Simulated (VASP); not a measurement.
**TiO2 (Rutile): GW quasiparticle gap**

How does the gap of TiO2 (Rutile) change from the starting functional to GW? The cell is of the rutile type, one of the forms listed for this formula. The start is a cell from a database of measured crystal structures.

Main program and level: VASP 6.6.1; PBE, no spin polarisation; plane waves and PAW (Ti_sv_GW, O_GW), in the first sound run; inputs show where later runs differ.

## (1) The starting structure

Symmetry: P4_2/mnm, No. 136, tetragonal system. The conventional cell has a = 4.592 Å, b = 4.592 Å, c = 2.957 Å, α = 90.00°, β = 90.00°, γ = 90.00°. Nearest to Ti lie 6 O at 1.95 to 1.98 Å. O has 3 Ti at 1.95 to 1.98 Å nearest. Farther neighbours and most contacts between anions are not listed.

## (2) Empty bands

The next step needs empty bands that the ground-state run didn't converge, so the Hamiltonian is diagonalised exactly for NBANDS bands, in a single step. LOPTICS writes the k-derivatives of the orbitals (WAVEDER), which give the long-wavelength limit of the screening.

Contents of INCAR:

```
SYSTEM = TiO2
PREC = Accurate
ENCUT = 440
ISMEAR = 0
SIGMA = 0.01
LREAL = .FALSE.
GGA = PE
NBANDS = 88
LASPH = .TRUE.
ALGO = Exact
NELM = 1
LWAVE = .TRUE.
LCHARG = .FALSE.
LOPTICS = .TRUE.
NEDOS = 1000
CSHIFT = 0.1
```

Contents of POSCAR:

```
TiO2
1.0
    4.5922000000      0.0000000000      0.0000000000
    0.0000000000      4.5922000000      0.0000000000
    0.0000000000      0.0000000000      2.9574000000
Ti O
2 4
Direct
    0.5000000000      0.5000000000      0.5000000000
    0.0000000000      0.0000000000      0.0000000000
    0.8049600000      0.1950400000      0.5000000000
    0.6950400000      0.6950400000      0.0000000000
    0.1950400000      0.8049600000      0.5000000000
    0.3049600000      0.3049600000      0.0000000000
```

Contents of KPOINTS:

```
Automatic mesh
0
Gamma
4 4 4
0 0 0
```

PAW data sets: Ti_sv_GW and O_GW (PBE family, release 64).

Launch:

```console
$ mpirun -np 8 vasp_std
```

The program printed:

```text
[banner, memory and clock lines left out]
running    8 mpi-ranks, on    1 nodes
 distrk:  each k-point on    8 cores,    1 groups
 distr:  one band on    1 cores,    8 groups

 POSCAR found type information on POSCAR TiO
 POSCAR found :  2 types and       6 ions
|                                                                             |
|           W    W    AA    RRRRR   N    N  II  N    N   GGGG   !!!           |
|           W    W   A  A   R    R  NN   N  II  NN   N  G    G  !!!           |
|           W    W  A    A  R    R  N N  N  II  N N  N  G       !!!           |
|           W WW W  AAAAAA  RRRRR   N  N N  II  N  N N  G  GGG   !            |
|           WW  WW  A    A  R   R   N   NN  II  N   NN  G    G                |
|           W    W  A    A  R    R  N    N  II  N    N   GGGG   !!!           |
|                                                                             |
|     For optimal performance we recommend to set                             |
|       NCORE = 2 up to number-of-cores-per-socket                            |
|     NCORE specifies how many cores store one orbital (NPAR=cpu/NCORE).      |
|     This setting can greatly improve the performance of VASP for DFT.       |
|     The default, NCORE=1 might be grossly inefficient on modern             |
|     multi-core architectures or massively parallel machines. Do your        |
|     Unfortunately you need to use the default for GW and RPA                |
|     calculations (for HF NCORE is supported but not extensively tested      |
|     yet).                                                                   |
|                                                                             |

 LDA part: xc-table for (Slater+PW92), standard interpolation
 found WAVECAR, reading the header
  number of bands has changed, file:    30 present:    88
  trying to continue reading WAVECAR, but it might fail
 POSCAR, INCAR and KPOINTS ok, starting setup
 FFT: planning ... GRIDC
 FFT: planning ... GRID_SOFT
 FFT: planning ... GRID
 reading WAVECAR
 random initialization beyond band           30
 the WAVECAR file was read successfully
 initial charge from wavefunction
 entering main loop
       N       E                     dE             d eps       ncg     rms          rms(c)
DIA:   1    -0.582075834722E+02   -0.58208E+02    0.00000E+00     0   0.000E+00
   1 F= -.58207583E+02 E0= -.58207583E+02  d E =-.160643E-30
 writing wavefunctions
 optical routines
 imaginary and real dielectric function
 recalculating local potential from charge density
 direction            1
 direction            2
 direction            3
```

The job ended after 18 s (8 MPI ranks of Intel Xeon Platinum 8375C at 2.90GHz (Ice Lake), shared host; peak memory 1.9 GiB; 2.3 min of CPU time).

The logs omit lines about the potential files and the build; timing stands in the text.

OUTCAR, selected parts (step 2):

```text
ion  position               nearest neighbor table
   1  0.500  0.500  0.500-   4 1.95   6 1.95   4 1.95   6 1.95   5 1.98   3 1.98
   2  0.000  0.000  0.000-   3 1.95   5 1.95   3 1.95   5 1.95   4 1.98   6 1.98
   3  0.805  0.195  0.500-   2 1.95   2 1.95   1 1.98
   4  0.695  0.695  0.000-   1 1.95   1 1.95   2 1.98
   5  0.195  0.805  0.500-   2 1.95   2 1.95   1 1.98
   6  0.305  0.305  0.000-   1 1.95   1 1.95   2 1.98

  LATTYP: Found a simple tetragonal cell.
 ALAT       =     4.5922000000
 C/A-ratio  =     0.6440050520

 Subroutine GETGRP returns: Found 16 space group operations
 (whereof  8 operations were pure point group operations)

The static configuration has the point symmetry D_2h.
 The point group associated with its full space group is D_4h.

 Found     18 irreducible k-points:

   k-points           NKPTS =     18   k-points in BZ     NKDIM =     18   number of bands    NBANDS=     88

   dimension x,y,z NGX =    32 NGY =   32 NGZ =   20
   dimension x,y,z NGXF=    64 NGYF=   64 NGZF=   40

   ENCUT  =  440.0 eV  32.34 Ry    5.69 a.u.   7.85  7.85  5.06*2*pi/ulx,y,z

   NELECT =      48.0000    total number of electrons

 k-points in reciprocal lattice and weights: Automatic mesh
   0.00000000  0.00000000  0.00000000       0.016
   0.25000000  0.00000000  0.00000000       0.062
   0.50000000  0.00000000  0.00000000       0.031
   0.25000000  0.25000000  0.00000000       0.062
   0.50000000  0.25000000  0.00000000       0.062
   0.50000000  0.50000000  0.00000000       0.016
   0.00000000  0.00000000  0.25000000       0.031
   0.25000000  0.00000000  0.25000000       0.125
   0.50000000  0.00000000  0.25000000       0.062
[...]
0.50000000  0.25000000  0.50000000       0.062
   0.50000000  0.50000000  0.50000000       0.016

 average (electrostatic) potential at core
       1 -99.2927       2 -99.2927       3 -69.3330       4 -69.3330       5 -69.3330
       6 -69.3330

 E-fermi :   4.9205

 k-point     1 :       0.0000    0.0000    0.0000
  band No.  band energies     occupation
    ...
     20       2.8606      2.00000
     21       4.1372      2.00000
     22       4.3940      2.00000
     23       4.3940      2.00000
     24       4.8420      2.00000
     25       6.7222      0.00000
     26       7.0306      0.00000
     27       7.2580      0.00000
     28       7.3492      0.00000
     29       7.3492      0.00000
    ...

 k-point     2 :       0.2500    0.0000    0.0000
  band No.  band energies     occupation
    ...
     20       2.9046      2.00000
     21       3.4081      2.00000
     22       3.7779      2.00000
     23       4.0197      2.00000
     24       4.6079      2.00000
     25       7.0209      0.00000
     26       7.3540      0.00000
     27       7.5749      0.00000
     28       7.6446      0.00000
     29       7.6617      0.00000
    ...

 k-point     3 :       0.5000    0.0000    0.0000
  band No.  band energies     occupation
    ...
     20       1.7979      2.00000
     21       3.1989      2.00000
     22       3.1989      2.00000
     23       4.0943      2.00000
     24       4.0943      2.00000
     25       7.3985      0.00000
     26       7.3985      0.00000
     27       7.8704      0.00000
     28       7.8704      0.00000
     29       8.4181      0.00000
    ...

  Total        0.5018788      0.5018788      0.3815841      0.0000000      0.0000000      0.0000000
  in kB       12.8931123     12.8931123      9.8027797      0.0000000      0.0000000      0.0000000
  external PRESSURE =      11.8630014 kB  Pullay stress =       0.0000000 kB

  energy-cutoff  :      440.00
  volume of cell :       62.37
      direct lattice vectors                 reciprocal lattice vectors
     4.592200000  0.000000000  0.000000000     0.217760550  0.000000000  0.000000000
     0.000000000  4.592200000  0.000000000     0.000000000  0.217760550  0.000000000
     0.000000000  0.000000000  2.957400000     0.000000000  0.000000000  0.338134848

 POSITION                                       TOTAL-FORCE (eV/Angst)
 -----------------------------------------------------------------------------------
      2.29610      2.29610      1.47870         0.000000      0.000000      0.000000
      0.00000      0.00000      0.00000         0.000000      0.000000      0.000000
      3.69654      0.89566      1.47870        -0.071695      0.071695      0.000000
      3.19176      3.19176      0.00000         0.071695      0.071695      0.000000
      0.89566      3.69654      1.47870         0.071695     -0.071695      0.000000
      1.40044      1.40044      0.00000        -0.071695     -0.071695      0.000000
 -----------------------------------------------------------------------------------
    total drift:                                0.000000     -0.000000     -0.000000

  FREE ENERGIE OF THE ION-ELECTRON SYSTEM (eV)
  ---------------------------------------------------
  free  energy   TOTEN  =       -58.2075834722 eV

  energy  without entropy=      -58.2075834722  energy(sigma->0) =      -58.20758347

 plasma frequency squared (from intraband transitions) (eV^2)
  --------------------------------------------------------------------------------------
       0.000      -0.000       0.000
      -0.000       0.000       0.000
       0.000       0.000       0.000

[... 3 further parts left out ...]
```

The gap is read on the k-mesh alone, so it is an upper bound where the band edges lie off the mesh.

A gap read on the k-mesh alone can miss the band edges.

This step gave:

* gap on the k-mesh: 1.880 eV
* least direct gap on the k-mesh: 1.880 eV

WAVECAR now holds 88 bands for 48 electrons. Its independent-particle dielectric tensor has xx, yy, zz = 7.6, 7.6, 9.4 on this mesh, which isn't tested for convergence in mesh or bands and lacks local fields.

(Continued in part 2 of 4.)

[Lines on the potential files, build, host, timing and source positions are cut from VASP's logs without a mark.]

[Logs are printed without paths, hosts, clocks, repeated set-up lines and the standing remarks that a program may print on its own settings, such as how far it seeks lower states.]

[Hosts, paths, dates, database ids (printed as entryN), source tags and the programs' standing remarks are cut or masked in the printed files.]

[Pressures printed for these runs are not shown converged in the cutoff: they can be off by several GPa and have the wrong sign.]
